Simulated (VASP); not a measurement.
For cubic SrO (rock salt), VASP 6.6.1 with PBE GGA, VASP's PBE PAW potentials (set 64) gives ε∞ = 3.80, a static ε₀ = 20.38 and a transverse optical mode at 192 cm⁻¹.

Q: Estimate the longitudinal optical frequency at Γ.

A: By the Lyddane-Sachs-Teller relation, ω_LO = ω_TO √(ε₀/ε∞) = 192 × √(20.38/3.80) = 445 cm⁻¹.

The compound is SrO in the rock salt structure. It was relaxed first.
